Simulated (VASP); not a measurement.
# Zn2P with revPBE + D3: from relaxation to properties, part 2 of 2

What structure does Zn2P take at this level, and what are its properties? The cell is invented: other elements were put on sites of a known structure type. It may not be a known or stable phase.

VASP 6.6.1, plane waves and PAW; the level of theory is named at each step.

Still holding for the runs below: This run has no spin polarisation. Its electron count is odd, so without a moment it is a metal by construction.

So far. Step 11 (Volume scan with revPBE + D3 (run 5)): The run ends at a pressure of -1.37 GPa.

The database entry behind the starting cell is an old determination (1945), so it need not match the best structure at ambient conditions.

## 12. Volume scan with revPBE + D3 (run 6)

INCAR

```
SYSTEM = Zn2P
PREC = Accurate
ENCUT = 400
EDIFF = 1E-06
NELM = 100
ISMEAR = -1
SIGMA = 0.05
LREAL = .FALSE.
ALGO = Normal
GGA = RE
IVDW = 11
NBANDS = 20
LORBIT = 11
LWAVE = .FALSE.
LCHARG = .FALSE.
ISIF = 2
```

POSCAR

```
Zn2P
1.0
    0.0000000000      2.9473249910      2.9473249910
    2.9473249910      0.0000000000      2.9473249910
    2.9473249910      2.9473249910      0.0000000000
Zn P
2 1
Direct
    0.7500000000      0.7500000000      0.7500000000
    0.5000000000      0.5000000000      0.5000000000
    0.0000000000      0.0000000000      0.0000000000
```

KPOINTS

```
Automatic mesh
0
Gamma
7 7 7
0 0 0
```

PAW data sets: Zn and P (PBE family, release 64).

Started as:

```sh
> mpirun -np 1 vasp_std
```

The job ended after 13 s (1 MPI rank of Intel Xeon Platinum 8488C (Sapphire Rapids), shared host; peak memory 0.17 GiB).

The pressure falls from -1.37 to -2.59 GPa.

The run ends at a pressure of -2.59 GPa.

## 13. Volume scan with revPBE + D3 (run 7)

A prediction first. A parabola through the 6 pressures of evenly scaled cells so far, P = 0.01 -74.1 t +205 t² GPa with t = ln(V/V₁) and V₁ the volume at scale 1, gives -3.61 GPa at t = +0.0583.

INCAR is that of step 12.

POSCAR

```
Zn2P
1.0
    0.0000000000      2.9660982678      2.9660982678
    2.9660982678      0.0000000000      2.9660982678
    2.9660982678      2.9660982678      0.0000000000
Zn P
2 1
Direct
    0.7500000000      0.7500000000      0.7500000000
    0.5000000000      0.5000000000      0.5000000000
    0.0000000000      0.0000000000      0.0000000000
```

KPOINTS is that of step 12.

Started as:

```sh
> mpirun -np 1 vasp_std
```

The job ended after 13 s (1 MPI rank; peak memory 0.16 GiB).

The pressure falls from -2.59 to -3.67 GPa. The parabola predicted -3.61 GPa, +0.05 GPa off.

## 14. The series together

Times are for 1 MPI rank of Intel Xeon Platinum 8488C (Sapphire Rapids), shared host. Results by setting:

```
no.  volume scale  energy above the lowest point (meV/atom)  pressure (GPa)  time  memory (GiB)
  1          0.94                                     17.35           5.389  21 s          0.16
  2          0.96                                      7.75           3.372  24 s          0.16
  3          0.98                                      2.16           1.588  22 s          0.16
  4             1                                         0         0.01388  18 s          0.16
  5          1.02                                      0.86          -1.372  18 s          0.16
  6          1.04                                      4.36          -2.587  13 s          0.17
  7          1.06                                      10.3          -3.669  13 s          0.16
```

## 15. Fit for revPBE + D3

This step: Birch-Murnaghan fit, revPBE with D3; plane waves and PAW; invented cell (VASP 6.6.1).

Derived from the runs above.

This step gave:

```
pressure derivative of the bulk modulus : 5.460
r.m.s. error of the fit                 : 1.90e-5 eV/atom
minimum inside the sampled range        : yes
bulk modulus                            : 72.56 GPa
equilibrium volume of the fit           : 16.48 Å³/atom
```

Energy above the fitted minimum against volume:

```
volume (Å³/atom)  energy above the fitted minimum (eV/atom)
          15.427                                     0.0174
          15.755                                    0.00783
          16.084                                    0.00224
          16.412                                     7.5e-5
          16.740                                     9.4e-4
          17.068                                    0.00444
          17.397                                     0.0104
```

The fitted volume lies +0.39 % from the relaxed one. At a finite cutoff and mesh the minimum of the energy and the zero of the stress don't quite coincide, and the relaxation stops at a threshold.

## 16. Zone-centre phonons (revPBE + D3)

This step: revPBE with D3; plane waves and PAW (Zn, P); invented cell (VASP 6.6.1).

Zone-centre modes test whether the atoms sit at a minimum within this cell. IBRION = 6 takes the force constants from differences of forces between displaced cells, so the forces must be tight.

INCAR

```
SYSTEM = Zn2P
PREC = Accurate
ENCUT = 400
EDIFF = 1E-08
NELM = 100
ISMEAR = 1
SIGMA = 0.2
LREAL = .FALSE.
ALGO = Normal
GGA = RE
IVDW = 11
NBANDS = 20
LORBIT = 11
LWAVE = .FALSE.
LCHARG = .FALSE.
IBRION = 6
NFREE = 2
POTIM = 0.015
ISIF = 2
NSW = 1
```

POSCAR

```
Zn2P
1.0
    0.0000000000      2.9090437101      2.9090437101
    2.9090437101      0.0000000000      2.9090437101
    2.9090437101      2.9090437101      0.0000000000
Zn P
2 1
Direct
    0.7500000000      0.7500000000      0.7500000000
    0.5000000000      0.5000000000      0.5000000000
    0.0000000000      0.0000000000      0.0000000000
```

KPOINTS

```
Automatic mesh
0
Gamma
12 12 12
0 0 0
```

Started as:

```sh
> mpirun -np 1 vasp_std
```

It took 11 min on 1 MPI rank; peak memory 0.4 GiB.

The last energy, forces, stress and levels in OUTCAR belong to the last displaced cell, not to the cell of POSCAR.

Numbers from this step:

```
irreducible k-points      : 72
pressure of the cell      : -0.3801 GPa
largest force of the cell : 0 eV/Å
```

Modes at Γ, with each element's share of the kinetic energy:

```
mode  frequency (cm⁻¹)  symmetry  Zn %  P %
   1              -0.6  acoustic    81   19
   2              -0.6  acoustic    81   19
   3              -0.6  acoustic    81   19
   4             121.9        T2    48   52
   5             121.9        T2    48   52
   6             121.9        T2    48   52
   7             193.2        T2    70   30
   8             193.2        T2    70   30
   9             193.2        T2    70   30
```

Displacements in mode 6 (121.9 cm⁻¹), the largest set to 1:
```
Zn1  0.14 -0.18  0.00
Zn2 -0.50  0.64  0.00
P3   0.79 -1.00  0.00
```

Displacements in mode 9 (193.2 cm⁻¹), the largest set to 1:
```
Zn1  0.95 -0.21  0.00
Zn2 -0.48  0.11  0.00
P3  -1.00  0.22  0.00
```

The three acoustic modes lie within 0.6 cm⁻¹ of zero, and all others are real. By the characters of their eigenvectors the optical modes sort into (cm⁻¹) Raman active: T2 122, T2 193; infrared active: T2 122, T2 193.

## 17. Starting orbitals for the hybrid

This step: PBE; plane waves and PAW (Zn, P); invented cell (VASP 6.6.1).

A hybrid converges badly from random orbitals, so a cheap semilocal run writes a WAVECAR on the same mesh first.

INCAR

```
SYSTEM = Zn2P
PREC = Accurate
ENCUT = 400
EDIFF = 1E-05
NELM = 100
ISMEAR = -1
SIGMA = 0.05
LREAL = .FALSE.
ALGO = Normal
GGA = PE
NBANDS = 20
LORBIT = 11
LWAVE = .TRUE.
LCHARG = .FALSE.
```

POSCAR is that of step 16.

KPOINTS

```
Automatic mesh
0
Gamma
4 4 4
0 0 0
```

Started as:

```sh
> mpirun -np 1 vasp_std
```

Run time: 5.8 s. Hardware: 1 MPI rank; peak memory 0.15 GiB.

At this level the cell is under a pressure of 3.1 GPa, so at these settings it is away from equilibrium.

Numbers from this step:

```yaml
scf_cycles: 13
irreducible_k_points: 8
free_energy_toten: -7.091 eV
energy_at_zero_smearing: -7.085 eV
fermi_energy: 3.942 eV
pressure: 3.076 GPa
```

## 18. Band structure (HSE06)

This step: HSE06; plane waves and PAW (Zn, P); invented cell (VASP 6.6.1).

HSE06 mixes in a quarter of exact exchange at short range, at far higher cost; in semiconductors this cures much of the gap error, while metals seldom gain.

INCAR

```
SYSTEM = Zn2P
PREC = Accurate
ENCUT = 400
EDIFF = 1E-06
NELM = 100
ISMEAR = -1
SIGMA = 0.05
LREAL = .FALSE.
ALGO = Normal
LHFCALC = .TRUE.
AEXX = 0.25
GGA = PE
HFSCREEN = 0.2
LASPH = .TRUE.
NBANDS = 20
PRECFOCK = Fast
LORBIT = 11
LWAVE = .FALSE.
LCHARG = .FALSE.
```

POSCAR is that of step 17.

KPOINTS is that of step 17.

KPOINTS_OPT

```
Line mode
6
Line-mode
Reciprocal
  0.00000000   0.00000000   0.00000000 GAMMA
  0.50000000   0.00000000   0.50000000 X

  0.50000000   0.00000000   0.50000000 X
  0.50000000   0.25000000   0.75000000 W

  0.50000000   0.25000000   0.75000000 W
  0.37500000   0.37500000   0.75000000 K

  0.37500000   0.37500000   0.75000000 K
  0.00000000   0.00000000   0.00000000 GAMMA

  0.00000000   0.00000000   0.00000000 GAMMA
  0.50000000   0.50000000   0.50000000 L

  0.50000000   0.50000000   0.50000000 L
  0.62500000   0.25000000   0.62500000 U

  0.62500000   0.25000000   0.62500000 U
  0.50000000   0.25000000   0.75000000 W

  0.50000000   0.25000000   0.75000000 W
  0.50000000   0.50000000   0.50000000 L

  0.50000000   0.50000000   0.50000000 L
  0.37500000   0.37500000   0.75000000 K

  0.62500000   0.25000000   0.62500000 U
  0.50000000   0.00000000   0.50000000 X
```

The WAVECAR or CHGCAR of an earlier step is read.

Started as:

```sh
> mpirun -np 1 vasp_std
```

Run time: 34 min. Hardware: 1 MPI rank; peak memory 0.26 GiB.

The k-mesh is coarse for exact exchange; levels may shift by about 0.1 eV on a finer one.

This step gave:

```
SCF cycles              : 11
free energy (TOTEN)     : -8.416 eV
energy at zero smearing : -8.410 eV
Fermi energy            : 3.895 eV
```

Electronic bands along the path, in eV, zero at the Fermi level; # counts the bands kept:

```
          point     #3     #4     #5     #6     #7    #8    #9   #10
              Γ  -8.93  -1.26  -0.89  -0.89  -0.89  3.95  3.95  3.95
0.40 of the way  -8.89  -3.81  -2.19  -2.19   0.63  2.82  4.78  5.29
              X  -8.73  -6.85  -3.90  -3.90  -2.57  2.15  8.43  8.43
0.40 of the way  -8.68  -6.75  -4.81  -4.20  -1.16  2.77  6.70  8.05
              W  -8.57  -6.49  -5.66  -4.77   1.76  3.32  4.75  5.93
0.40 of the way  -8.60  -6.60  -5.67  -4.32   0.91  3.95  4.58  6.52
              K  -8.63  -6.72  -5.77  -3.24  -0.51  4.00  6.08  6.75
0.40 of the way  -8.87  -5.92  -4.08  -1.43   1.64  2.96  3.58  4.83
              Γ  -8.93  -1.26  -0.89  -0.89  -0.89  3.95  3.95  3.95
0.40 of the way  -8.92  -4.26  -1.16  -1.16   0.62  3.81  3.85  3.85
              L  -8.93  -7.70  -1.50  -1.50   0.49  2.69  2.69  4.16
0.40 of the way  -8.85  -7.54  -3.28  -2.06   1.00  2.67  3.61  5.73
              U  -8.63  -6.72  -5.77  -3.24  -0.51  4.00  6.08  6.75
0.40 of the way  -8.61  -6.67  -5.72  -3.86   0.26  4.06  4.97  6.92
              W  -8.57  -6.49  -5.66  -4.77   1.76  3.32  4.75  5.93
0.40 of the way  -8.72  -7.15  -4.67  -3.37   1.61  2.48  5.21  6.36
              L  -8.93  -7.70  -1.50  -1.50   0.49  2.69  2.69  4.16
0.60 of the way  -8.76  -7.30  -4.42  -2.52   0.43  3.70  4.47  6.04
              K  -8.63  -6.72  -5.77  -3.24  -0.51  4.00  6.08  6.75
      jump to U  -8.63  -6.72  -5.77  -3.24  -0.51  4.00  6.08  6.75
0.40 of the way  -8.67  -6.74  -5.17  -3.66  -1.35  2.89  7.25  7.59
              X  -8.73  -6.85  -3.90  -3.90  -2.57  2.15  8.43  8.43
```

Of the projections kept (Zn, P), the largest for each band there; the rest of the weight can lie on other orbitals:

```
point       #3       #4       #5       #6       #7       #8       #9      #10
    Γ  Zn 1.00  Zn 0.53   P 0.73   P 0.73   P 0.73  Zn 1.00  Zn 1.00  Zn 1.00
    X  Zn 0.91  Zn 0.77   P 0.54   P 0.54  Zn 0.87  Zn 0.89  Zn 0.57  Zn 0.57
    W  Zn 0.91  Zn 0.76  Zn 0.77  Zn 0.52  Zn 0.54  Zn 0.82  Zn 0.55  Zn 0.83
    K  Zn 0.93  Zn 0.78  Zn 0.68   P 0.53  Zn 0.77  Zn 0.61  Zn 0.66  Zn 0.69
    Γ  Zn 1.00  Zn 0.53   P 0.73   P 0.73   P 0.73  Zn 1.00  Zn 1.00  Zn 1.00
    L  Zn 1.00  Zn 0.86   P 0.63   P 0.63  Zn 0.71  Zn 0.91  Zn 0.91  Zn 0.68
```

There is no gap at this level.

## 19. Summary of results

- relaxed volume: 16.41 Å³/atom
- relaxed conventional cell a, b, c: 5.818, 5.818, 5.818 Å
- space group after relaxing, within 0.02 Å: F-43m (No. 216)
- band gap: none, a metal
- DOS at the Fermi level: 1.38 states/eV/cell
- bulk modulus from the fit: 72.6 GPa
- volume from the fit: 16.5 Å³/atom
- highest zone-centre mode: 193 cm⁻¹
- band gap (HSE06): none, a metal

**Reading.** With revPBE + D3, Zn2P relaxes to 16.41 Å³/atom in space group F-43m (held by the symmetry of the run), comes out as a metal and has a bulk modulus of 72.6 GPa. Band structure (revPBE + D3): Of the bands kept, 1 crosses the Fermi level on this path. Zone-centre phonons (revPBE + D3): The highest mode in this list at Γ, 193.2 cm⁻¹, is mostly motion of Zn (70 % of the kinetic energy). Band structure (HSE06): Of the bands kept, 1 crosses the Fermi level on this path. The other levels ran on the cell relaxed with revPBE + D3, and without spin-orbit coupling unless named. The k-sampling is coarse for a metal, so the Fermi level, pressures and the shape of the cell carry errors. With an odd electron count and no spin the cell is a metal by construction. Modes at Γ alone can't show that the crystal is stable at other wave vectors. No search among competing phases was made. All values are for a static lattice at zero temperature.

[Lines on the potential files, build, host, timing and source positions are cut from VASP's logs without a mark.]

[Logs are printed without paths, hosts, clocks, repeated set-up lines and the standing remarks that a program may print on its own settings, such as how far it seeks lower states.]

[Hosts, paths, dates, database ids (printed as entryN), source tags and the programs' standing remarks are cut or masked in the printed files.]

[A measured line is paired with the nearest computed mode of its activity, which favours agreement.]
